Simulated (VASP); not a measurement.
Given:

```xyz
1
Lattice="0.0000 2.0253 2.0253 2.0253 0.0000 2.0253 2.0253 2.0253 0.0000" Properties=species:S:1:pos:R:3 pbc="T T T"
Ag     0.0000     0.0000     0.0000
```

Calculation: PBEsol GGA, VASP's PBE PAW potentials (set 64) (plane waves; VASP). Settings: 500 eV cut-off, 15×15×15 Γ-centred mesh, first-order Methfessel-Paxton smearing of 0.10 eV, potentials Ag.

Problem. Estimate the energy per atom (σ→0), band gap (on the k-mesh) with the smallest direct gap where there is one.

Solution. 
| Quantity | Result |
|---|---|
| band gap (on the k-mesh) | none (metal, semimetal or under 0.01 eV) |
| energy per atom (σ→0) | -3.306 eV/atom |

The absolute energy has meaning only against runs of the same code, potentials and settings.

The compound is Ag in the fcc structure. It was relaxed first.
